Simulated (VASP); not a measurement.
A 63-atom supercell of C (diamond) holds Si on the C site with a neighbouring C vacancy in charge state -1. It is relaxed twice, with the total moment held at 1 and at 3 μB. These are PBE GGA, VASP's PBE PAW potentials (set 64) (plane waves; VASP) values and carry that method's errors. Settings: PREC = Normal, LREAL = Auto, ISYM = 0, NELECT = 253.0, EDIFF = 1E-5, 400 eV cut-off, 1×1×1 Γ-centred mesh, Gaussian smearing of 0.050 eV, potentials C Si.

The cell is charged, with a uniform compensating background. The supercell is sampled at Γ alone, which is coarse: total energies, pressure and levels can be off, energies of defects by several tenths of an eV.

Task: Which spin state lies lower, and by how much?

Result: The state with 1 μB lies lower, by 2.99 eV.

The cell is a supercell with a defect, built from C (diamond).
